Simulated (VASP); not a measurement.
These are PBE GGA, VASP's PBE PAW potentials (set 64) (plane waves; VASP 6.6.1) values and carry that method's errors.

The input files of a VASP run:

POSCAR:
```
RuSe
1
    3.1255277423    -0.0000000000     0.0000000000
   -0.0000000000     3.1255277423    -0.0000000000
   -0.0000000000    -0.0000000000     3.1255277423
Ru Se
1 1
Direct
  0.0000000000   0.0000000000   0.0000000000
  0.5000000000   0.5000000000   0.5000000000
```

### KPOINTS
```
Automatic mesh
0
Gamma
13 13 13
0 0 0
```

### INCAR
```
ALGO  =  Normal
EDIFF  =  1E-7
ENCUT  =  400
GGA  =  PE
ISIF  =  2
ISMEAR  =  -5
LASPH  =  .TRUE.
LCHARG  =  .TRUE.
LMAXMIX  =  4
LORBIT  =  11
LREAL  =  .FALSE.
LWAVE  =  .FALSE.
NEDOS  =  601
NELM  =  100
PREC  =  Accurate
SYSTEM  =  RuSe
```

POTCAR, in this order: Ru_pv Se (PBE.64 set). Program: vasp_std.

### Question
What does the run give for the energy per atom (σ→0), band gap (on the k-mesh)?

### Answer

```yaml
energy per atom (σ→0): -6080 meV/atom
band gap (on the k-mesh): none (metal, semimetal or under 0.01 eV)
```

File OSZICAR:
```
...
DAV:   9    -0.121597253722E+02    0.26264E-03   -0.90655E-04  2742   0.270E-01    0.148E-01
DAV:  10    -0.121596482475E+02    0.77125E-04   -0.52594E-04  2658   0.228E-01    0.152E-02
DAV:  11    -0.121596416042E+02    0.66433E-05   -0.10048E-05  2790   0.380E-02    0.669E-03
DAV:  12    -0.121596439203E+02   -0.23161E-05   -0.13411E-06  2750   0.117E-02    0.196E-03
DAV:  13    -0.121596443175E+02   -0.39717E-06   -0.58368E-08  1380   0.196E-03    0.326E-04
DAV:  14    -0.121596442070E+02    0.11053E-06   -0.64258E-09  1338   0.756E-04    0.146E-04
DAV:  15    -0.121596441732E+02    0.33809E-07   -0.13399E-09  1230   0.244E-04
   1 F= -.12159644E+02 E0= -.12159644E+02  d E =0.000000E+00
```

The structure was generated: RuSe was put into the CsCl type type (Pm-3m), which need not be its known phase. It was relaxed first, which changed the volume by -26 %.
